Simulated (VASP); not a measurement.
```yaml
crystal:
  lattice:
    - [0.00000, 2.12799, 2.12799]
    - [2.12799, 0.00000, 2.12799]
    - [2.12799, 2.12799, 0.00000]
  atoms:
    - { symbol: Be, position: [0.25000, 0.25000, 0.25000] }
    - { symbol: Be, position: [0.75000, 0.75000, 0.75000] }
    - { symbol: C, position: [0.00000, 0.00000, 0.00000] }
```

Computed with vdW-DF-cx, VASP's PBE PAW potentials (set 64) (plane waves; VASP). Numerical set-up: 520 eV cut-off, 9×9×9 Γ-centred mesh, Gaussian smearing of 0.050 eV, potentials Be C.

**Question.** The job: Be2C (antifluorite), 3 atoms, vdW-DF-cx, static run, 520 eV, 9×9×9 Γ-centred mesh. Roughly how much core time does it take on a busy server core?

**Answer.** About 10 core-seconds (one run on a shared machine, a rough figure). It had 35 irreducible k-points, 8 bands, up to 534 plane waves and 13 electronic steps.

The compound is Be2C in the antifluorite structure. This cell is one point of a volume scan, at 0.94 of the reference volume.
